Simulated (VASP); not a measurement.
N2, in a box:

```xyz
2
Lattice="9.0000 0.0000 0.0000 0.0000 9.6000 0.0000 0.0000 0.0000 10.2000" Properties=species:S:1:pos:R:3 pbc="T T T"
N     4.5000    4.8000    5.6566
N     4.5000    4.8000    4.5434
```

Base run:

| Property | Result |
| --- | --- |
| Program | VASP 6.6.1 |
| Functional | PBE |
| Potentials or basis | VASP PAW PBE potentials, release 64 (N) |
| Cutoff | 520 eV |
| k mesh | 1 × 1 × 1 |
| Occupations | gaussian, width 0.01 eV |
| Spin | no spin polarisation |

Its results: gap between the frontier levels 7.89 eV.

Task: The run is repeated on the same cell with these changes: functional from PBE to HSE06; further incar settings from ALGO = Normal; EDIFF = 1e-06; NBANDS = 12; ISYM = 0; IBRION = 5; POTIM = 0.015; NSW = 1 to ALGO = Normal; EDIFF = 1e-06; NBANDS = 12. What comes out?

Result: Gap between the frontier levels 10.53 eV.

Caveats: the standard files for N, O and F lose accuracy on very short bonds.

A k mesh can miss the band edges.

Not every run made on this cell is shown here.
